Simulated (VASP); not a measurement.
Here is the system:

```xyz
4
Lattice="1.2294 -2.1283 0.0000 1.2294 2.1283 0.0000 0.0000 0.0000 7.0412" Properties=species:S:1:pos:R:3 pbc="T T T"
C      1.2294    -0.3547     5.3207
C      1.2294     0.3547     1.7206
C      1.2294    -1.7736     5.3207
C      1.2294     1.7736     1.7206
```

All values below come from r2SCAN meta-GGA, VASP's PBE PAW potentials (set 64) (plane waves; VASP 6.6.1). Run with 520 eV cut-off, 11×11×4 Γ-centred mesh, tetrahedra with Blöchl corrections, potentials C.

Q: Give the energies of bands 4 to 10 at the high-symmetry points, in eV from the valence-band maximum.

A: 
| band | Γ | Y | C0 | Z | A0 | T | S | R |
|---|---|---|---|---|---|---|---|---|
| 4 | -7.23 | -13.97 | -13.38 | -8.00 | -13.44 | -14.02 | -14.02 | -14.03 |
| 5 | -3.19 | -6.80 | -11.12 | -3.18 | -11.11 | -6.79 | -6.78 | -6.78 |
| 6 | -3.18 | -6.77 | -11.09 | -3.17 | -11.10 | -6.78 | -6.78 | -6.78 |
| 7 | -3.17 | -3.03 | -0.46 | -3.17 | -0.03 | -2.56 | -2.55 | -2.50 |
| 8 | -3.16 | -1.88 | -0.17 | -3.17 | 0.00 | -2.41 | -2.55 | -2.50 |
| 9 | 4.07 | 1.19 | 0.19 | 6.26 | 0.05 | 1.73 | 1.97 | 1.81 |
| 10 | 8.73 | 2.53 | 0.61 | 6.70 | 0.12 | 1.87 | 1.97 | 1.81 |

The gap is direct, 0.05 eV, from the valence maximum at A0 to the conduction minimum at A0.

The structure comes from a computed database's C entry (Cmme); how it stands against other phases isn't given here. It was relaxed first.
